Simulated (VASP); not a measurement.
Computed with vdW-DF2, VASP's PBE PAW potentials (set 64) (plane waves; VASP 6.6.1).

Input for VASP

### POSCAR
```
PbTe
1
    0.0000000000     3.3954635749     3.3954635749
    3.3954635749     0.0000000000     3.3954635749
    3.3954635749     3.3954635749     0.0000000000
Te Pb
1 1
Direct
  0.5000000000   0.5000000000   0.5000000000
  0.0000000000   0.0000000000   0.0000000000
```

INCAR:
```
AGGAC = 0.0
ALGO = Normal
EDIFF = 1E-7
ENCUT = 520
GGA = ML
ICHARG = 11
ISMEAR = 0
LASPH = .TRUE.
LCHARG = .FALSE.
LMAXMIX = 4
LORBIT = 11
LREAL = .FALSE.
LUSE_VDW = .TRUE.
LWAVE = .FALSE.
NELM = 100
PREC = Accurate
SIGMA = 0.05
SYSTEM = PbTe
ZAB_VDW = -1.8867
```

File KPOINTS:
```
k-points along high-symmetry lines
15
Line-mode
Reciprocal
  0.000000   0.000000   0.000000 ! GAMMA
  0.500000   0.000000   0.500000 ! X

  0.500000   0.000000   0.500000 ! X
  0.625000   0.250000   0.625000 ! U

  0.375000   0.375000   0.750000 ! K
  0.000000   0.000000   0.000000 ! GAMMA

  0.000000   0.000000   0.000000 ! GAMMA
  0.500000   0.500000   0.500000 ! L

  0.500000   0.500000   0.500000 ! L
  0.500000   0.250000   0.750000 ! W

  0.500000   0.250000   0.750000 ! W
  0.500000   0.000000   0.500000 ! X
```

POTCAR, in this order: Te Pb_d (PBE.64 set). Program: vasp_std. Read from the step before: CHGCAR.

The resulting files:

**OSZICAR**
```
       N       E                     dE             d eps       ncg     rms          rms(c)
DAV:   1     0.157910336191E+03    0.15791E+03   -0.91809E+03  2520   0.133E+03
DAV:   2     0.892999031910E+01   -0.14898E+03   -0.14648E+03  2652   0.327E+02
DAV:   3    -0.216252940365E+01   -0.11093E+02   -0.10833E+02  3384   0.975E+01
DAV:   4    -0.246602962335E+01   -0.30350E+00   -0.30338E+00  3002   0.205E+01
DAV:   5    -0.247699152230E+01   -0.10962E-01   -0.10962E-01  3510   0.333E+00
DAV:   6    -0.247742555509E+01   -0.43403E-03   -0.43403E-03  3368   0.575E-01
DAV:   7    -0.247743289821E+01   -0.73431E-05   -0.73431E-05  3616   0.638E-02
DAV:   8    -0.247743298924E+01   -0.91031E-07   -0.91028E-07  3100   0.808E-03
   1 F= -.24774330E+01 E0= -.24774330E+01  d E =-.849792E-12
```

OUTCAR:
```
 val. band max:        3.9252934803   @ k =   0.5000   0.5000   0.5000

 cond. band min:       4.8880547803   @ k =   0.5000   0.5000   0.5000



 k-point     1 :       0.0000    0.0000    0.0000
  band No.  band energies     occupation
      1     -12.6309      2.00000
      2     -12.6309      2.00000
      3     -12.6212      2.00000
      4     -12.6212      2.00000
      5     -12.6212      2.00000
      6      -7.0285      2.00000
      7      -2.2059      2.00000
      8       3.0968      2.00000
      9       3.0968      2.00000
     10       3.0968      2.00000
     11       7.6333      0.00000
     12       7.6333      0.00000
     13       7.6333      0.00000
     14      10.2194      0.00000

 k-point     2 :       0.0357    0.0000    0.0357
  band No.  band energies     occupation
      1     -12.6311      2.00000
      2     -12.6308      2.00000
      3     -12.6213      2.00000
      4     -12.6211      2.00000
      5     -12.6211      2.00000
      6      -7.0169      2.00000
      7      -2.2343      2.00000
      8       3.0789      2.00000
      9       3.0789      2.00000
     10       3.1535      2.00000
     11       7.4487      0.00000
     12       7.6367      0.00000
     13       7.6367      0.00000
     14      10.1372      0.00000

 k-point     3 :       0.0714    0.0000    0.0714
  band No.  band energies     occupation
      1     -12.6318      2.00000
      2     -12.6306      2.00000
      3     -12.6215      2.00000
      4     -12.6206      2.00000
      5     -12.6206      2.00000
      6      -6.9823      2.00000
      7      -2.3147      2.00000
      8       3.0269      2.00000
      9       3.0269      2.00000
     10       3.3136      2.00000
     11       6.9937      0.00000
     12       7.6492      0.00000
     13       7.6492      0.00000
     14       9.9352      0.00000

 k-point     4 :       0.1071    0.0000    0.1071
  band No.  band energies     occupation
      1     -12.6329      2.00000
...
```

The density is held fixed in this step, so its total energy and stress have no physical meaning. Unless said otherwise, spin-orbit coupling is left out, though it shifts the bands of the heavy elements here.

The compound is PbTe in the rock salt structure. It was relaxed first, which changed the volume by +16 %.
